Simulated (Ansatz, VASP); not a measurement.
## One calculation of CsInH4, two programs

Contents of INCAR:

```
SYSTEM = CsInH4
ALGO = Normal ; EDIFF = 1E-6
ENCUT = 520 ; GGA = PE
ISIF = 2 ; ISMEAR = 0
LASPH = .TRUE. ; LCHARG = .FALSE.
LREAL = .FALSE. ; LWAVE = .FALSE.
NBANDS = 22 ; NELM = 100
PREC = Accurate ; SIGMA = 0.1
```

Contents of KPOINTS:

```
k-points
0
G
  6 6 4
  0 0 0
```

The input POSCAR:

```
CsInH4
1.0
    3.7394042800      0.0000000000      0.0000000000
    0.0000000000      3.7394042800      0.0000000000
    0.0000000000      0.0000000000      6.2978870700
Cs In H
1 1 4
Direct
    0.5000000000      0.5000000000      0.5000000000
    0.0000000000      0.0000000000      0.0000000000
    0.0000000000      0.0000000000      0.6038380300
    0.5000000000      0.5000000000      0.1051980000
    0.5000000000      0.5000000000      0.8948020000
    0.0000000000      0.0000000000      0.3961619700
```

Input for Ansatz:

```yaml
crystal:
  lattice:
    - [3.73940428, 0.0, 0.0]
    - [0.0, 3.73940428, 0.0]
    - [0.0, 0.0, 6.29788707]
  atoms:
    - { symbol: Cs, position: [0.5, 0.5, 0.5] }
    - { symbol: In, position: [0.0, 0.0, 0.0] }
    - { symbol: H, position: [0.0, 0.0, 0.60383803] }
    - { symbol: H, position: [0.5, 0.5, 0.105198] }
    - { symbol: H, position: [0.5, 0.5, 0.894802] }
    - { symbol: H, position: [0.0, 0.0, 0.39616197] }
basis:
  ecutwfc: 420
kpoints:
  mp_grid: { grid: [6, 6, 4] }
hamiltonian:
  xc: pbe
scf:
  occupations: { method: gaussian, width: 0.1 }
  lower_state_search: "off"
output:
  forces: true
  stress: true
  eigenvalues: true
```

Change from the starting cell: species swapped into the CeDyC4 type (P4/mmm, No. 123).

Alike in both runs: task single point; functional PBE; k mesh 6 × 6 × 4; occupations gaussian, width 0.1 eV; no spin polarisation.

|  | VASP | Ansatz |
| --- | --- | --- |
| version | VASP 6.6.1 | Ansatz 0.2.0 |
| potentials or method | VASP PAW PBE potentials, release 64 (Cs_sv, In_d, H) | scalar-relativistic, plane waves, PAW |
| plane-wave cutoff (eV) | 520 | 420 |
| valence electrons in the cell | 26 | 26 |

```csv
,VASP,Ansatz,Ansatz less VASP
gap on the k mesh at the Fermi level (eV),none,none,-
pressure (GPa),2.0,1.9,-0.08
largest component of the traceless stress (GPa),5.56,5.53,-0.028
rms of the force components (eV/Å),0.764,0.764,-0.0005
```

Atom by atom the forces differ by 0.001 eV/Å (rms over components). A gap of «none» marks a metal or a gap that the smearing closes.

Caveats: forces of over 1 eV/Å show positions far from the minimum, so gaps and moduli don't describe the material at rest. Spin-orbit coupling is left out, which matters for the levels of Cs.
